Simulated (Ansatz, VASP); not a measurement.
# Co3O4 in two plane-wave programs

One calculation is typed for both programs; each brings its own data sets. How far apart do they land? The two relaxations start from unlike cells of this crystal (the structure described is Ansatz's start), so only their ends are compared.

Program: Ansatz 0.2.0. Level of theory: plane waves, with VASP 6.6.1 beside it; relaxation of cell and atoms at LDA, DFT+U. Results are calculated unless marked as measured.

## (1) Set-up

It takes space group Fd-3m (No. 227, cubic). The conventional cell has a = 8.084 Å, b = 8.084 Å, c = 8.084 Å, α = 90.00°, β = 90.00°, γ = 90.00°. Nearest to Co lie 4 O at 1.93 Å. Nearest to Co lie 6 O at 1.92 Å. Nearest to O lie 4 Co at 1.92 to 1.93 Å. Farther neighbours and most contacts between anions are not listed.

## (2) Ansatz: relaxation of cell and atoms, LDA, DFT+U

Ansatz runs on its PAW soft_1 files.

The relaxed volume is the usual yardstick between codes: in a stiff, nearly cubic crystal its relative difference is about their pressure difference at one cell divided by the bulk modulus.

Contents of input.yaml:

```yaml
crystal:
  lattice:
    - [0.0, 4.04185, 4.04185]
    - [4.04185, 0.0, 4.04185]
    - [4.04185, 4.04185, 0.0]
  atoms:
    - { symbol: Co, position: [0.75, 0.75, 0.75], spin: 2.57 }
    - { symbol: Co, position: [0.5, 0.5, 0.5], spin: -2.55 }
    - { symbol: Co, position: [0.125, 0.125, 0.125], spin: 1.93 }
    - { symbol: Co, position: [0.625, 0.125, 0.125], spin: 1.93 }
    - { symbol: Co, position: [0.125, 0.125, 0.625] }
    - { symbol: Co, position: [0.125, 0.625, 0.125] }
    - { symbol: O, position: [0.8882, 0.8882, 0.8882] }
    - { symbol: O, position: [0.9146, 0.3618, 0.3618] }
    - { symbol: O, position: [0.8882, 0.8882, 0.3354], spin: 0.14 }
    - { symbol: O, position: [0.3618, 0.9146, 0.3618] }
    - { symbol: O, position: [0.3354, 0.8882, 0.8882] }
    - { symbol: O, position: [0.3618, 0.3618, 0.3618] }
    - { symbol: O, position: [0.8882, 0.3354, 0.8882], spin: 0.14 }
    - { symbol: O, position: [0.3618, 0.3618, 0.9146] }
kpoints:
  mp_grid: { grid: [4, 4, 4] }
hamiltonian:
  xc: lda
  hubbard:
    sites: [{ species: Co, l: d, u_eff: 3.32 }]
    projectors: ortho-atomic
  pseudopotentials: { kind: paw, azcp: { folder: soft_1 }, xc_functional: pbe }
scf:
  occupations: { method: gaussian, width: 0.1 }
output:
  forces: true
  stress: true
  eigenvalues: true
  populations: true
magnetization:
  spin_polarized: true
relax:
  adjacent_minimum: "off"
  f_tol: 0.05
  max_steps: 80
  cell: { stress_tol: 0.5 }
```

Launch:

```
$ ansatz run input.yaml --threads 4 --pin off --max-ram 8192MiB --backend cpu --events-out ev --progress --plain --runs-dir out
```

Numbers of over 12 decimals in the logs are rounded to 6 here.

The log of the run:

```text
The last accepted step is kept in <dir> (removed where the run ends without a failure and the disk answers)
Engine: ansatz 0.2.0, x86_64-unknown-linux-gnu
Pseudopotentials: kind: paw
Pseudopotential: Co, paw, valence charge 17, recommended cutoff 420 eV (normal), soft_1/Co.paw.azcp
Pseudopotential: O, paw, valence charge 6, recommended cutoff 420 eV (normal), soft_1/O.paw.azcp
Functional definition: SPW92
  exchange = slater_x
  correlation = pw_c
Crystal: 14 atoms, lattice volume = 132.060 Å³
Basis set: ecut = 420 eV, 2637 PW (Γ)
Bands: 96, of which v1, the nominal top of the filled ones, is band 75 counted from 1 (74 counted from 0)
Symmetry: 4 space group operations
Space group: Imm2 (ITA 44), of the structure as read, at distance tolerance 5.1e-5 Å
Magnetic group: BNS 44.229 (UNI 327), of the structure as read, at distance tolerance 5.1e-5 Å
k-points: 18 of 64 (time reversal used)
Non-local potential: Co, projectors of the file, l = 0: 3, l = 1: 2, l = 2: 3, l = 3: 1
Non-local potential: O, projectors of the file, l = 0: 2, l = 1: 2, l = 2: 1
PAW form: soft (Blöchl's): semilocal exchange-correlation on the pseudo side does not see the compensation charge
PAW frozen core: Co, regenerated for the run's functional, and the local potential with it (the file was generated under x = pbe(κ = 0.804, μ = 0.219515), c = pbe(β = 0.066725))
PAW frozen core: O, regenerated for the run's functional, and the local potential with it (the file was generated under x = pbe(κ = 0.804, μ = 0.219515), c = pbe(β = 0.066725))
[...]
Occupation matrices written to <dir>
--- Relaxed structure (4 steps of the walk, 4 accepted, 1 SCFs on fresh bases) ---
  F+E_penalty+E_count = -34803.83751637 eV   max|allowed force component| = 1.417e-3 eV/Å   (the final SCF, on the basis selected at the relaxed cell)
  cell:  # Å, volume = 125.5577 Å³
    - [0, 3.974395, 3.974395]
    - [3.974396, -8.256817797020175e-7, 3.974396]
    - [3.974396, 3.974396, -8.256817797020175e-7]
  atoms:
    - { symbol: Co, position: [0.750000, 0.750000, 0.750000] }
    - { symbol: Co, position: [0.500000, 0.500000, 0.500000] }
    - { symbol: Co, position: [0.125000, 0.125000, 0.125000] }
    - { symbol: Co, position: [0.625000, 0.125000, 0.125000] }
    - { symbol: Co, position: [0.125000, 0.125000, 0.625000] }
    - { symbol: Co, position: [0.125000, 0.625000, 0.125000] }
    - { symbol: O, position: [0.888715, 0.888715, 0.888715] }
    - { symbol: O, position: [0.916145, 0.361285, 0.361285] }
    - { symbol: O, position: [0.888715, 0.888715, 0.333855] }
    - { symbol: O, position: [0.361285, 0.916145, 0.361285] }
    - { symbol: O, position: [0.333855, 0.888715, 0.888715] }
    - { symbol: O, position: [0.361285, 0.361285, 0.361285] }
    - { symbol: O, position: [0.888715, 0.333855, 0.888715] }
    - { symbol: O, position: [0.361285, 0.361285, 0.916145] }
--- Löwdin populations: 14 sites ---
  site symbol       q [e]    m [muB]
     0     Co     15.7930     2.5219
     1     Co     15.7930    -2.5219
     2     Co     15.8756    -0.0000
     3     Co     15.8756    -0.0000
     4     Co     15.8756     0.0000
     5     Co     15.8756     0.0000
     6      O      6.7810     0.0634
     7      O      6.7810    -0.0634
     8      O      6.7810     0.0634
     9      O      6.7810    -0.0634
    10      O      6.7810     0.0634
    11      O      6.7810    -0.0634
    12      O      6.7810     0.0634
    13      O      6.7810    -0.0634
  spilling = 0.004426 (of n_electrons = 150.000000)
```

## (3) VASP: relaxation of cell and atoms, LDA, DFT+U

Its own start cell and the same functional (in two slightly different forms), mesh and smearing now go to VASP, with its own data sets.

Lines of VASP's logs that name or quote its potential files are left out, and so is its time.

Contents of INCAR:

```
SYSTEM = Co3O4
PREC = Accurate
ENCUT = 600
EDIFF = 1E-07
NELM = 200
ISMEAR = 0
SIGMA = 0.1
LREAL = .FALSE.
ALGO = Normal
GGA = PW92
NBANDS = 72
ISPIN = 2
MAGMOM = 2.29 -2.29 -0 -0 0 0 0.04 -0.04 0.04 -0.04 0.04 -0.04 0.04 -0.04
LDAU = .TRUE.
LDAUTYPE = 2
LDAUL = 2 -1
LDAUU = 3.32 0
LDAUJ = 0 0
LDAUPRINT = 1
LASPH = .TRUE.
LMAXMIX = 4
LORBIT = 11
LWAVE = .FALSE.
LCHARG = .FALSE.
ISIF = 3
IBRION = 2
NSW = 80
EDIFFG = -0.005
GGA_COMPAT = .FALSE.
NELMIN = 4
KPAR = 4
```

Contents of POSCAR:

```
Co3O4
1.0
    0.0000000000      3.9532287742      3.9532287742
    3.9532287742      0.0000000000      3.9532287742
    3.9532287742      3.9532287742      0.0000000000
Co O
6 8
Direct
    0.7500000000      0.7500000000      0.7500000000
    0.5000000000      0.5000000000      0.5000000000
    0.1250000000      0.1250000000      0.1250000000
    0.6250000000      0.1250000000      0.1250000000
    0.1250000000      0.1250000000      0.6250000000
    0.1250000000      0.6250000000      0.1250000000
    0.8883424376      0.8883424376      0.8883424376
    0.9150273130      0.3616575624      0.3616575624
    0.8883424376      0.8883424376      0.3349726870
    0.3616575624      0.9150273130      0.3616575624
    0.3349726870      0.8883424376      0.8883424376
    0.3616575624      0.3616575624      0.3616575624
    0.8883424376      0.3349726870      0.8883424376
    0.3616575624      0.3616575624      0.9150273130
```

Contents of KPOINTS:

```
Automatic mesh
0
Gamma
4 4 4
0 0 0
```

The projector-augmented-wave data sets are Co and O (LDA family, release 64).

Launch:

```
$ mpirun -np 4 vasp_std
```

The log of the run:

```text
[banner, memory and clock lines left out]
running    4 mpi-ranks, on    1 nodes
 distrk:  each k-point on    1 cores,    4 groups
 distr:  one band on    1 cores,    1 groups

 POSCAR found type information on POSCAR CoO
 POSCAR found :  2 types and      14 ions
|                                                                             |
|               ----> ADVICE to this user running VASP <----                  |
|                                                                             |
|     You enforced a specific xc type in the INCAR file but a different       |
|     [... a line on the potential file left out ...]
|     I HOPE YOU KNOW WHAT YOU ARE DOING!                                     |
|                                                                             |

 LDA part: xc-table for (Slater(with rela. corr.)+PW92), standard interpolation
 POSCAR, INCAR and KPOINTS ok, starting setup
 FFT: planning ... GRIDC
 FFT: planning ... GRID_SOFT
 FFT: planning ... GRID
 WAVECAR not read
 entering main loop
       N       E                     dE             d eps       ncg     rms          rms(c)
DAV:   1     0.130575072525E+04    0.13058E+04   -0.49967E+04  2304   0.202E+03
DAV:   2     0.133125669188E+03   -0.11726E+04   -0.10657E+04  2312   0.505E+02
DAV:   3    -0.953419288384E+02   -0.22847E+03   -0.20968E+03  2432   0.232E+02
DAV:   4    -0.111672565651E+03   -0.16331E+02   -0.15960E+02  2648   0.634E+01
DAV:   5    -0.112048635998E+03   -0.37607E+00   -0.37540E+00  2672   0.983E+00    0.582E+01
DAV:   6    -0.109693400753E+03    0.23552E+01   -0.14090E+02  3472   0.145E+02    0.722E+01
DAV:   7    -0.100551157463E+03    0.91422E+01   -0.71984E+01  2904   0.147E+02    0.443E+01
DAV:   8    -0.990410870120E+02    0.15101E+01   -0.33678E+01  3336   0.910E+01    0.289E+01
DAV:   9    -0.968908114883E+02    0.21503E+01   -0.13180E+01  3104   0.561E+01    0.972E+00
DAV:  10    -0.980385162829E+02   -0.11477E+01   -0.17912E+00  3080   0.135E+01    0.478E+00
DAV:  11    -0.982625603768E+02   -0.22404E+00   -0.48111E-01  3008   0.679E+00    0.311E+00
DAV:  12    -0.984329799670E+02   -0.17042E+00   -0.20526E-01  3688   0.606E+00    0.778E-01
DAV:  13    -0.984522739731E+02   -0.19294E-01   -0.11501E-01  2832   0.203E+00    0.590E-01
DAV:  14    -0.984524874463E+02   -0.21347E-03   -0.73134E-03  2664   0.762E-01    0.297E-01
DAV:  15    -0.984524131035E+02    0.74343E-04   -0.94557E-04  3512   0.341E-01    0.130E-01
DAV:  16    -0.984524315980E+02   -0.18494E-04   -0.25565E-04  3560   0.182E-01    0.769E-02
DAV:  17    -0.984524166116E+02    0.14986E-04   -0.94875E-05  3240   0.132E-01    0.274E-02
DAV:  18    -0.984524225945E+02   -0.59829E-05   -0.48147E-05  2592   0.436E-02    0.204E-02
DAV:  19    -0.984524216057E+02    0.98876E-06   -0.37095E-06  2992   0.178E-02    0.146E-02
DAV:  20    -0.984524207098E+02    0.89593E-06   -0.93753E-07  3232   0.181E-02    0.690E-03
DAV:  21    -0.984524205008E+02    0.20899E-06   -0.88101E-07  3064   0.131E-02    0.188E-03
DAV:  22    -0.984524205864E+02   -0.85633E-07   -0.53623E-07  2392   0.526E-03
   1 F= -.98452421E+02 E0= -.98452421E+02  d E =-.984524E+02  mag=    -0.0000
 curvature:   0.00 expect dE= 0.000E+00 dE for cont linesearch  0.000E+00
 trial: gam= 0.00000 g(F)=  0.842E-05 g(S)=  0.154E-03 ort = 0.000E+00 (trialstep = 0.100E+01)
 search vector abs. value=  0.162E-03
 bond charge predicted
       N       E                     dE             d eps       ncg     rms          rms(c)
DAV:   1    -0.984534764391E+02   -0.10559E-02   -0.25891E-02  2808   0.118E+00    0.286E-01
DAV:   2    -0.984525886463E+02    0.88779E-03   -0.32340E-03  2856   0.613E-01    0.162E-01
DAV:   3    -0.984525398284E+02    0.48818E-04   -0.88558E-04  3344   0.542E-01    0.132E-01
DAV:   4    -0.984524271983E+02    0.11263E-03   -0.30484E-04  3080   0.368E-01    0.729E-02
DAV:   5    -0.984524187082E+02    0.84901E-05   -0.41426E-05  3016   0.129E-01    0.353E-02
DAV:   6    -0.984524133820E+02    0.53262E-05   -0.11272E-05  3488   0.273E-02    0.943E-03
DAV:   7    -0.984524125959E+02    0.78607E-06   -0.46321E-06  2560   0.359E-02    0.501E-03
DAV:   8    -0.984524126221E+02   -0.26146E-07   -0.14733E-06  2768   0.863E-03    0.250E-03
DAV:   9    -0.984524126388E+02   -0.16746E-07   -0.47756E-08  1536   0.227E-03
   2 F= -.98452413E+02 E0= -.98452413E+02  d E =0.794763E-05  mag=    -0.0000
 trial-energy change:    0.000008  1 .order    0.000017   -0.000162    0.000196
 step:   0.4903(harm=  0.4528)  dis= 0.00006  next Energy=   -98.452461 (dE=-0.408E-04)
 bond charge predicted
       N       E                     dE             d eps       ncg     rms          rms(c)
DAV:   1    -0.984527386357E+02   -0.32601E-03   -0.67109E-03  2808   0.599E-01    0.146E-01
DAV:   2    -0.984525069339E+02    0.23170E-03   -0.84136E-04  2856   0.311E-01    0.825E-02
DAV:   3    -0.984524947258E+02    0.12208E-04   -0.23138E-04  3304   0.277E-01    0.674E-02
DAV:   4    -0.984524653987E+02    0.29327E-04   -0.78771E-05  3080   0.187E-01    0.370E-02
DAV:   5    -0.984524632177E+02    0.21810E-05   -0.10686E-05  3016   0.657E-02    0.180E-02
DAV:   6    -0.984524618303E+02    0.13874E-05   -0.29349E-06  3424   0.140E-02    0.474E-03
DAV:   7    -0.984524616301E+02    0.20019E-06   -0.11835E-06  2488   0.182E-02    0.256E-03
DAV:   8    -0.984524616365E+02   -0.63956E-08   -0.37618E-07  2400   0.446E-03
   3 F= -.98452462E+02 E0= -.98452462E+02  d E =-.410501E-04  mag=     0.0000
 curvature:  -0.23 expect dE=-0.774E-06 dE for cont linesearch -0.491E-06
 trial: gam= 0.00000 g(F)=  0.204E-05 g(S)=  0.140E-05 ort =-0.188E-04 (trialstep = 0.898E+00)
 search vector abs. value=  0.343E-05
 reached required accuracy - stopping structural energy minimisation
```

[end of part 1 of 2]

[Lines on the potential files, build, host, timing and source positions are cut from VASP's logs without a mark.]

[Logs are printed without paths, hosts, clocks, repeated set-up lines and the standing remarks that a program may print on its own settings, such as how far it seeks lower states.]

[Hosts, paths, dates, database ids (printed as entryN), source tags and the programs' standing remarks are cut or masked in the printed files.]
